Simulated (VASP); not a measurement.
Given:

```
CsBr
1.0
    4.29000     0.00000     0.00000
    0.00000     4.29000     0.00000
    0.00000     0.00000     4.29000
Cs Br
1 1
Direct
  0.00000   0.00000   0.00000
  0.50000   0.50000   0.50000
```

Method: PBE GGA with D3 dispersion (Becke-Johnson damping), VASP's PBE PAW potentials (set 64) (plane waves; VASP). Run with 520 eV cut-off, 6×6×6 Γ-centred mesh, Gaussian smearing of 0.050 eV, potentials Cs_sv Br.

Problem. The ions, cell shape and volume are relaxed. Predict the relaxed structure.

Solution. 
```
CsBr
1.0
    4.30550     0.00000     0.00000
    0.00000     4.30550     0.00000
    0.00000     0.00000     4.30550
Cs Br
1 1
Direct
  0.00000   0.00000   0.00000
  0.50000   0.50000   0.50000
```
Space group Pm-3m (221), at a tolerance of 0.03 Å.

Problem. How do energy and volume change from the first to the last step?

Solution. The energy (σ→0) changes by -0.3 meV/atom and the volume by +1.1 %, in 3 ionic steps.

The compound is CsBr in the CsCl type structure. This run relaxes it. Symmetry was kept, so distortions that lower it aren't found.
